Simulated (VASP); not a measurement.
```
CuCl
1.0
    0.00000     2.79999     2.79999
    2.79999     0.00000     2.79999
    2.79999     2.79999     0.00000
Cu Cl
1 1
Direct
  0.00000   0.00000   0.00000
  0.25000   0.25000   0.25000
```

These are vdW-DF2, VASP's PBE PAW potentials (set 64) (plane waves; VASP 6.6.1) values and carry that method's errors. Run with 520 eV cut-off, 9×9×9 Γ-centred mesh, tetrahedra with Blöchl corrections, potentials Cu Cl.

Problem. Tabulate the total density of states (states/eV per cell) against energy (eV; zero at the valence-band maximum or, without a gap, the Fermi level).

Solution. 
(E (eV), DOS (states/eV)): (-9.97, 0.00); (-9.61, 0.00); (-9.25, 0.00); (-8.89, 0.00); (-8.53, 0.00); (-8.17, 0.00); (-7.81, 0.00); (-7.45, 0.00); (-7.09, 0.00); (-6.73, 0.00); (-6.49, 0.00); (-6.13, 0.00); (-5.77, 1.47); (-5.41, 1.89); (-5.05, 1.26); (-4.69, 3.04); (-4.33, 7.78); (-3.97, 0.00); (-3.61, 0.00); (-3.25, 0.00); (-2.89, 0.00); (-2.53, 0.00); (-2.17, 0.00); (-1.81, 0.00); (-1.45, 0.00); (-1.09, 14.5); (-0.73, 7.13); (-0.37, 4.41); (-0.01, 0.23); (0.35, 0.00); (0.59, 0.01); (0.95, 0.05); (1.31, 0.10); (1.67, 0.15); (2.03, 0.22); (2.39, 0.32); (2.75, 0.58); (3.11, 0.75); (3.47, 0.88); (3.83, 1.23)
Within 2 eV below the valence-band maximum the largest weight inside VASP's projection spheres is Cu d.

The compound is CuCl in the zinc blende structure. It was relaxed first, which changed the volume by +11 %.
